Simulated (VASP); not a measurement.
```
Er
1.0
    1.79032    -3.10092     0.00000
    1.79032     3.10092     0.00000
    0.00000     0.00000     5.53691
Er
2
Direct
  0.33333   0.66667   0.25000
  0.66667   0.33333   0.75000
```

Method: r2SCAN meta-GGA, VASP's PBE PAW potentials (set 64) (plane waves; VASP 6.6.1). Numerical set-up: 480 eV cut-off, 12×12×6 Γ-centred mesh, first-order Methfessel-Paxton smearing of 0.10 eV, potentials Er_3.

The 4f electrons are frozen in the core of the lanthanide potential, so 4f levels, which can set the real gap, and their magnetism are missing.

Problem. What does the run give for the energy per atom (σ→0), band gap (on the k-mesh) with the smallest direct gap where there is one?

Solution. 
The band gap (on the k-mesh) is none (metal, semimetal or under 0.01 eV) and the energy per atom (σ→0) comes out as -33.909 eV/atom.

Total energies compare only between runs with the same potentials, cut-off and functional.

The compound is Er in the hcp structure. It was relaxed first.
